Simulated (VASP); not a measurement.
Calculation: PBE GGA, VASP's PBE PAW potentials (set 64) (plane waves; VASP).

The input files of a VASP run:

**KPOINTS**
```
Automatic mesh
0
Gamma
6 6 8
0 0 0
```

File POSCAR:
```
SnO2
1
    4.7524310000     0.0000000000     0.0000000000
    0.0000000000     4.7524310000     0.0000000000
    0.0000000000     0.0000000000     3.1991600000
Sn O
2 4
Direct
  0.5000000000   0.5000000000   0.5000000000
  0.0000000000   0.0000000000   0.0000000000
  0.1940300000   0.8059700000   0.5000000000
  0.8059700000   0.1940300000   0.5000000000
  0.6940300000   0.6940300000   0.0000000000
  0.3059700000   0.3059700000   0.0000000000
```

**INCAR**
```
! general
SYSTEM =SnO2
PREC   =Accurate
ENCUT  =400   ! plane-wave cut-off (eV)
LREAL  =.False.
LASPH  =.True.   ! aspherical one-centre terms

! electronic loop
EDIFF  =1E-6
NELM   =100
ALGO   =Normal
LMAXMIX=4   ! l cut-off of mixed one-centre charges

! smearing
ISMEAR =0   ! Gaussian
SIGMA  =0.01

! functional
GGA    =PE

! ions
ISIF   =2   ! forces and stress, cell fixed

! output
LWAVE  =.False.
LCHARG =.False.
```

POTCAR, in this order: Sn_d O (PBE.64 set). Program: vasp_std.

Problem. What will the output report for the number of irreducible k-points (NKPTS), largest plane-wave count, number of space-group operations, FFT grid (NGX, NGY, NGZ)?

Solution. 
The number of irreducible k-points (NKPTS) comes out as 50, the largest plane-wave count is 1344 and the number of space-group operations comes out as 16. The FFT grid (NGX, NGY, NGZ) comes out as 32 × 32 × 24.

The structure comes from a computed database's SnO2 entry; how it stands against other phases isn't given here. The cell was not relaxed at this level. The run is one of a series of settings (GGA = PE, KPOINTS 6×6×8 Γ-centred mesh, POTCAR Sn_d O (PBE.64 set) against the base run), some of them coarse on purpose.
